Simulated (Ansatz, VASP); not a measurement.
# Cross-check of AlNi between VASP and Ansatz

Wanted: the spread between two codes on one cell, functional and k mesh. The cell is taken from a series of runs on this material, whose earlier steps may have relaxed, scaled, displaced or heated it; both programs get it as it stands.

Method: plane waves, with VASP 6.6.1 beside it; zone-centre phonons at PBEsol, in Ansatz 0.2.0.

## Step 1: Set-up

The structure is tetragonal, space group P4/mmm (No. 123). Conventional cell: a = 2.829 Å, b = 2.829 Å, c = 2.948 Å, α = 90.00°, β = 90.00°, γ = 90.00°. Nearest to Al lie 8 Ni at 2.48 Å. Ni has 8 Al at 2.48 Å nearest. Farther neighbours are not listed.

As a file:

```cif
data_structure
_symmetry_space_group_name_H-M 'P4/mmm'
_symmetry_Int_Tables_number 123
_cell_length_a 2.8289
_cell_length_b 2.8289
_cell_length_c 2.9476
_cell_angle_alpha 90.000
_cell_angle_beta 90.000
_cell_angle_gamma 90.000
_cell_volume 23.59
loop_
_atom_site_label
_atom_site_type_symbol
_atom_site_symmetry_multiplicity
_atom_site_Wyckoff_symbol
_atom_site_fract_x
_atom_site_fract_y
_atom_site_fract_z
_atom_site_occupancy
Al1 Al 1 a 0.00000 0.00000 0.00000 1
Ni1 Ni 1 d 0.50000 0.50000 0.50000 1
```

## Step 2: VASP: zone-centre phonons, PBEsol

Second derivatives magnify differences that forces hide, and they need a tight electronic threshold.

Lines of VASP's logs that name or quote its potential files are left out, and so is its time.

INCAR reads:

```
SYSTEM = AlNi
PREC = Accurate
ENCUT = 600
EDIFF = 1E-08
NELM = 120
ISMEAR = 1
SIGMA = 0.2
LREAL = .FALSE.
ALGO = Normal
GGA = PS
NBANDS = 12
LASPH = .TRUE.
LORBIT = 11
LWAVE = .FALSE.
LCHARG = .FALSE.
ISIF = 2
IBRION = 8
GGA_COMPAT = .FALSE.
KPAR = 2
```

POSCAR reads:

```
AlNi
1.0
    2.8288888379      0.0000000000      0.0000000000
    0.0000000000      2.8288888379      0.0000000000
    0.0000000000      0.0000000000      2.9475912588
Al Ni
1 1
Direct
    0.0000000000      0.0000000000      0.0000000000
    0.5000000000      0.5000000000      0.5000000000
```

KPOINTS reads:

```
Automatic mesh
0
Gamma
16 16 16
0 0 0
```

The projector-augmented-wave data sets are Al and Ni (PBE family, release 64).

Run with:

```bash
$ mpirun -np 2 vasp_std
```

Numbers of over 12 decimals in the logs are rounded to 6 here.

What it wrote:

```text
[banner, memory and clock lines left out]
running    2 mpi-ranks, on    1 nodes
 distrk:  each k-point on    1 cores,    2 groups
 distr:  one band on    1 cores,    1 groups

 POSCAR found type information on POSCAR AlNi
 POSCAR found :  2 types and       2 ions
|                                                                             |
|               ----> ADVICE to this user running VASP <----                  |
|                                                                             |
|     You enforced a specific xc type in the INCAR file but a different       |
|     [... a line on the potential file left out ...]
|     I HOPE YOU KNOW WHAT YOU ARE DOING!                                     |
|                                                                             |

 LDA part: xc-table for (Slater+PW92), standard interpolation
 POSCAR, INCAR and KPOINTS ok, starting setup
 FFT: planning ... GRIDC
 FFT: planning ... GRID_SOFT
 FFT: planning ... GRID
 WAVECAR not read
 entering main loop
       N       E                     dE             d eps       ncg     rms          rms(c)
DAV:   1     0.443936665616E+02    0.44394E+02   -0.61281E+03  9760   0.127E+03
DAV:   2    -0.113851261364E+02   -0.55779E+02   -0.51536E+02  9988   0.208E+02
DAV:   3    -0.131969079676E+02   -0.18118E+01   -0.17888E+01 11772   0.437E+01
DAV:   4    -0.132227753365E+02   -0.25867E-01   -0.25857E-01 10904   0.468E+00
DAV:   5    -0.132235338855E+02   -0.75855E-03   -0.75852E-03 11700   0.896E-01    0.128E+01
DAV:   6    -0.153008333881E+02   -0.20773E+01   -0.55146E+01 10812   0.118E+02    0.164E+01
DAV:   7    -0.116115866603E+02    0.36892E+01   -0.15833E+01 10904   0.699E+01    0.118E+00
DAV:   8    -0.115949125739E+02    0.16674E-01   -0.39038E-01 11864   0.741E+00    0.101E+00
DAV:   9    -0.115802994150E+02    0.14613E-01   -0.48334E-02 11800   0.316E+00    0.221E-01
DAV:  10    -0.115797478249E+02    0.55159E-03   -0.22424E-03 12072   0.711E-01    0.766E-02
DAV:  11    -0.115797505575E+02   -0.27326E-05   -0.70605E-05 12036   0.770E-02    0.242E-02
DAV:  12    -0.115797491610E+02    0.13965E-05   -0.57945E-06 13076   0.391E-02    0.450E-03
DAV:  13    -0.115797487377E+02    0.42331E-06   -0.25924E-07 14380   0.551E-03    0.137E-03
DAV:  14    -0.115797487350E+02    0.27278E-08   -0.18370E-08  7004   0.148E-03
   1 F= -.11579749E+02 E0= -.11579760E+02  d E =0.326072E-04
 Linear response reoptimize wavefunctions to high precision
DAV:   1    -0.115797487563E+02   -0.21275E-07   -0.84134E-09 11040   0.154E-03
DAV:   2    -0.115797487563E+02    0.15916E-11   -0.77435E-11  5636   0.862E-05
 Linear response DOF=           4
 Linear response progress:
  Degree of freedom:   1/  4
       N       E                     dE             d eps       ncg     rms          rms(c)
RMM:   1    -0.554414501192E-02   -0.55441E-02    0.13912E-03 39082   0.609E-01
RMM:   2    -0.525050306387E-02    0.29364E-03   -0.14460E-04 26657   0.218E-01    0.561E-02
RMM:   3    -0.524690783254E-02    0.35952E-05   -0.89447E-05 28560   0.755E-02    0.285E-02
RMM:   4    -0.531681324916E-02   -0.69905E-04   -0.36639E-05 28496   0.462E-02    0.579E-03
RMM:   5    -0.532213473578E-02   -0.53215E-05   -0.18653E-06 29046   0.107E-02    0.185E-03
RMM:   6    -0.532292394720E-02   -0.78921E-06    0.32361E-08 28983   0.246E-03    0.689E-04
RMM:   7    -0.532286571383E-02    0.58233E-07   -0.15421E-08 27218   0.108E-03    0.548E-04
RMM:   8    -0.532272127415E-02    0.14444E-06   -0.21691E-10 30274   0.360E-04    0.240E-04
RMM:   9    -0.532299322748E-02   -0.27195E-06    0.21560E-10 30338   0.120E-04    0.873E-06
RMM:  10    -0.532296911712E-02    0.24110E-07    0.72219E-10 30725   0.416E-05    0.101E-05
RMM:  11    -0.532298359018E-02   -0.14473E-07   -0.16429E-11 30532   0.181E-05    0.282E-06
RMM:  12    -0.532298116676E-02    0.24234E-08   -0.17564E-10 30329   0.856E-06    0.372E-07
 first order change of Fermi-energy   0.22701E-04
 force on displaced ion       1 direction 1 :  -6.020   0.000   0.000
 Linear response progress:
  Degree of freedom:   2/  4
       N       E                     dE             d eps       ncg     rms          rms(c)
RMM:   1    -0.625523032115E-02   -0.62552E-02    0.54745E-03 21527   0.683E-01
RMM:   2    -0.595728227477E-02    0.29795E-03   -0.44771E-05 14699   0.247E-01    0.629E-02
RMM:   3    -0.594890418948E-02    0.83781E-05   -0.12802E-04 15814   0.896E-02    0.305E-02
RMM:   4    -0.602565341782E-02   -0.76749E-04   -0.48486E-05 15798   0.527E-02    0.636E-03
RMM:   5    -0.603135245465E-02   -0.56990E-05   -0.28987E-06 15946   0.126E-02    0.157E-03
RMM:   6    -0.603147602152E-02   -0.12357E-06   -0.13687E-07 16369   0.246E-03    0.755E-04
RMM:   7    -0.603138585772E-02    0.90164E-07   -0.10625E-08 15923   0.801E-04    0.578E-04
RMM:   8    -0.603140733839E-02   -0.21481E-07   -0.13143E-09 15186   0.400E-04    0.261E-04
RMM:   9    -0.603162907031E-02   -0.22173E-06   -0.83166E-10 16828   0.125E-04    0.196E-05
RMM:  10    -0.603160199230E-02    0.27078E-07   -0.76438E-11 16984   0.378E-05    0.230E-05
RMM:  11    -0.603161389075E-02   -0.11898E-07   -0.12355E-10 16868   0.143E-05    0.884E-07
RMM:  12    -0.603161037842E-02    0.35123E-08   -0.75355E-11 15869   0.723E-06    0.113E-06
 first order change of Fermi-energy  -0.38355E-04
 force on displaced ion       1 direction 3 :   0.000   0.000  -6.172
 Linear response progress:
  Degree of freedom:   3/  4
       N       E                     dE             d eps       ncg     rms          rms(c)
RMM:   1    -0.185720886299E+00   -0.18572E+00   -0.98060E-02 25824   0.266E+00
RMM:   2    -0.184458106082E+00    0.12628E-02   -0.16589E-03 25966   0.492E-01    0.129E-01
RMM:   3    -0.184439113360E+00    0.18993E-04   -0.12391E-04 27792   0.960E-02    0.766E-02
RMM:   4    -0.184833903515E+00   -0.39479E-03   -0.19419E-04 29707   0.110E-01    0.571E-03
RMM:   5    -0.184815777199E+00    0.18126E-04   -0.35584E-06 30400   0.200E-02    0.376E-03
RMM:   6    -0.184808278707E+00    0.74985E-05   -0.22255E-07 27627   0.557E-03    0.273E-03
RMM:   7    -0.184796232642E+00    0.12046E-04   -0.79324E-08 27185   0.357E-03    0.496E-04
RMM:   8    -0.184790156499E+00    0.60761E-05   -0.12357E-08 31336   0.106E-03    0.889E-05
RMM:   9    -0.184789646303E+00    0.51020E-06   -0.53398E-10 31577   0.275E-04    0.275E-05
RMM:  10    -0.184789640384E+00    0.59195E-08   -0.45533E-10 32055   0.921E-05    0.180E-05
 first order change of Fermi-energy   0.90501E-03
 force on displaced ion       2 direction 1 :  -6.017   0.000   0.000
 Linear response progress:
  Degree of freedom:   4/  4
       N       E                     dE             d eps       ncg     rms          rms(c)
RMM:   1    -0.187597731647E+00   -0.18760E+00   -0.10103E-01 14385   0.266E+00
RMM:   2    -0.185934238602E+00    0.16635E-02   -0.16524E-03 14356   0.506E-01    0.133E-01
RMM:   3    -0.185974969427E+00   -0.40731E-04   -0.13292E-04 15345   0.974E-02    0.785E-02
RMM:   4    -0.186443357018E+00   -0.46839E-03   -0.17625E-04 16463   0.103E-01    0.585E-03
RMM:   5    -0.186424183819E+00    0.19173E-04   -0.39240E-06 16568   0.224E-02    0.522E-03
RMM:   6    -0.186417241835E+00    0.69420E-05   -0.52941E-07 14747   0.972E-03    0.246E-03
RMM:   7    -0.186403353671E+00    0.13888E-04   -0.22648E-07 17100   0.369E-03    0.517E-04
RMM:   8    -0.186398831436E+00    0.45222E-05   -0.64363E-09 16912   0.920E-04    0.134E-04
RMM:   9    -0.186397984404E+00    0.84703E-06   -0.21075E-09 17240   0.265E-04    0.349E-05
RMM:  10    -0.186397521622E+00    0.46278E-06   -0.65706E-10 17366   0.899E-05    0.214E-05
RMM:  11    -0.186397568693E+00   -0.47071E-07   -0.95581E-10 16278   0.618E-05    0.235E-06
RMM:  12    -0.186397574168E+00   -0.54751E-08   -0.79948E-10 18004   0.323E-05    0.132E-06
 first order change of Fermi-energy   0.24543E-02
 force on displaced ion       2 direction 3 :  -0.000   0.000  -6.156
 Linear response finished
```

Parts of OUTCAR (step 2):

```text
ion  position               nearest neighbor table
   1  0.000  0.000  0.000-   2 2.48   2 2.48   2 2.48   2 2.48   2 2.48   2 2.48   2 2.48   2 2.48

  LATTYP: Found a simple tetragonal cell.
 ALAT       =     2.8288888379
 C/A-ratio  =     1.0419607937

 Subroutine GETGRP returns: Found 16 space group operations
 (whereof 16 operations were pure point group operations)

The static configuration has the point symmetry D_4h.

 Found    405 irreducible k-points:

   k-points           NKPTS =    405   k-points in BZ     NKDIM =    405   number of bands    NBANDS=     12

   dimension x,y,z NGX =    24 NGY =   24 NGZ =   24
   dimension x,y,z NGXF=    48 NGYF=   48 NGZF=   48

   ENCUT  =  600.0 eV  44.10 Ry    6.64 a.u.   5.65  5.65  5.89*2*pi/ulx,y,z

   NELECT =      13.0000    total number of electrons

 k-points in reciprocal lattice and weights: Automatic mesh
   0.00000000  0.00000000  0.00000000       0.000
   0.06250000  0.00000000  0.00000000       0.001
   0.12500000  0.00000000  0.00000000       0.001
   0.18750000  0.00000000  0.00000000       0.001
   0.25000000  0.00000000  0.00000000       0.001
   0.31250000  0.00000000  0.00000000       0.001
   0.37500000  0.00000000  0.00000000       0.001
   0.43750000  0.00000000  0.00000000       0.001
   0.50000000  0.00000000  0.00000000       0.000
[...]
0.50000000  0.43750000  0.50000000       0.001
   0.50000000  0.50000000  0.50000000       0.000

 average (electrostatic) potential at core
       1 -69.6132       2 -81.1761

  Total        0.0268010      0.0268010     -0.4255296      0.0000000     -0.0000000      0.0000000
  in kB        1.8203799      1.8203799    -28.9028953      0.0000000     -0.0000000      0.0000000
  external PRESSURE =      -8.4207118 kB  Pullay stress =       0.0000000 kB

  energy-cutoff  :      600.00
  volume of cell :       23.59
      direct lattice vectors                 reciprocal lattice vectors
     2.828888838  0.000000000  0.000000000     0.353495686  0.000000000  0.000000000
     0.000000000  2.828888838  0.000000000     0.000000000  0.353495686  0.000000000
     0.000000000  0.000000000  2.947591259     0.000000000  0.000000000  0.339260064

 POSITION                                       TOTAL-FORCE (eV/Angst)
 -----------------------------------------------------------------------------------
      0.00000      0.00000      0.00000         0.000000      0.000000      0.000000
      1.41444      1.41444      1.47380         0.000000      0.000000      0.000000
 -----------------------------------------------------------------------------------
    total drift:                                0.000000      0.000000     -0.000000

 Eigenvectors and eigenvalues of the dynamical matrix
 ----------------------------------------------------

   1 f  =    9.029807 THz    56.735953 2PiTHz  301.201953 cm-1    37.344266 meV
             X         Y         Z           dx          dy          dz
      0.000000  0.000000  0.000000    -0.000000    0.000000    0.828025
      1.414444  1.414444  1.473796     0.000000    0.000000   -0.560691

   2 f  =    8.921434 THz    56.055022 2PiTHz  297.587001 cm-1    36.896069 meV
             X         Y         Z           dx          dy          dz
      0.000000  0.000000  0.000000     0.000000    0.827748    0.000000
      1.414444  1.414444  1.473796    -0.000000   -0.561100    0.000000

   3 f  =    8.921434 THz    56.055022 2PiTHz  297.587001 cm-1    36.896069 meV
             X         Y         Z           dx          dy          dz
      0.000000  0.000000  0.000000     0.827748   -0.000000    0.000000
      1.414444  1.414444  1.473796    -0.561100    0.000000    0.000000

   4 f/i=    0.000998 THz     0.006272 2PiTHz    0.033296 cm-1     0.004128 meV
             X         Y         Z           dx          dy          dz
      0.000000  0.000000  0.000000     0.335520    0.449733   -0.000000
      1.414444  1.414444  1.473796     0.494967    0.663456    0.000000

   5 f/i=    0.000998 THz     0.006272 2PiTHz    0.033296 cm-1     0.004128 meV
             X         Y         Z           dx          dy          dz
      0.000000  0.000000  0.000000    -0.449733    0.335520    0.000000
      1.414444  1.414444  1.473796    -0.663456    0.494967    0.000000

   6 f/i=    0.005471 THz     0.034375 2PiTHz    0.182494 cm-1     0.022626 meV
             X         Y         Z           dx          dy          dz
      0.000000  0.000000  0.000000     0.000000    0.000000   -0.560691
      1.414444  1.414444  1.473796    -0.000000    0.000000   -0.828025

 ELASTIC MODULI CONTR FROM IONIC RELAXATION (kBar)
 Direction    XX          YY          ZZ          XY          YZ          ZX
 --------------------------------------------------------------------------------
 XX           0.0000      0.0000      0.0000      0.0000      0.0000      0.0000
 YY           0.0000      0.0000      0.0000      0.0000      0.0000      0.0000
 ZZ           0.0000      0.0000      0.0000      0.0000      0.0000      0.0000
 XY           0.0000      0.0000      0.0000      0.0000      0.0000      0.0000
 YZ           0.0000      0.0000      0.0000      0.0000      0.0000      0.0000
 ZX           0.0000      0.0000      0.0000      0.0000      0.0000      0.0000
 --------------------------------------------------------------------------------
```

(Part 1 of 2 ends here.)

[Lines on the potential files, build, host, timing and source positions are cut from VASP's logs without a mark.]

[Logs are printed without paths, hosts, clocks, repeated set-up lines and the standing remarks that a program may print on its own settings, such as how far it seeks lower states.]

[Hosts, paths, dates, database ids (printed as entryN), source tags and the programs' standing remarks are cut or masked in the printed files.]
